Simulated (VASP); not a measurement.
Input for VASP

### POSCAR
```
W
1.0
 -1.5152881730   1.5152881730   1.5152881730
  1.5152881730  -1.5152881730   1.5152881730
  1.5152881730   1.5152881730  -1.5152881730
W
1
Direct
  0.0000000000   0.0000000000   0.0000000000
```

### KPOINTS
```
Automatic mesh
0
Gamma
17 17 17
0 0 0
```

INCAR:
```
! general
SYSTEM =W
PREC   =Accurate
ENCUT  =500   ! plane-wave cut-off (eV)
LREAL  =.FALSE.   ! projection in real space or not
LASPH  =.TRUE.   ! aspherical one-centre terms

! electronic loop
EDIFF  =1E-6   ! SCF stop (eV)
NELM   =100
ALGO   =Normal
LMAXMIX=6

! smearing
ISMEAR =1
SIGMA  =0.1   ! width (eV)

! ions
IBRION =2   ! conjugate gradients
NSW    =40   ! most ionic steps
ISIF   =3
EDIFFG =-0.02   ! ionic stop
PSTRESS=450

! output
LWAVE  =.FALSE.
LCHARG =.FALSE.
```

POTCAR, in this order: W_sv (LDA.64 set). Program: vasp_std.

Q: Translate this LDA calculation to Ansatz.

A: One equivalent input (not run):
Ansatz 0.2 input:
```yaml
crystal:
  lattice:
    - [-1.5152882, 1.5152882, 1.5152882]
    - [1.5152882, -1.5152882, 1.5152882]
    - [1.5152882, 1.5152882, -1.5152882]
  atoms:
    - { symbol: W, position: [0.0000000, 0.0000000, 0.0000000] }
kpoints:
  mp_grid: { grid: [17, 17, 17] }
hamiltonian:
  xc: lda
  pseudopotentials: { kind: paw }
scf:
  occupations: { method: methfessel_paxton, width: 0.1 }
  max_iter: 100
relax:
  max_steps: 40
  f_tol: 0.02
  cell: { p_target: 45 }
output: { forces: true, stress: true, eigenvalues: true }
```
The two are equivalent in intent, not identical: each code has its own PAW files, so the cut-off isn't converted (ENCUT is set for VASP's; basis.ecutwfc is left out, and Ansatz then takes the one that its files recommend); Ansatz stops its SCF on the density residual and VASP on the energy change (EDIFF); Ansatz's lda is the Perdew-Wang form, while the LDA potentials of VASP carry Perdew-Zunger's.

The compound is W in the bcc structure. It was relaxed first under an external pressure of 45 GPa.
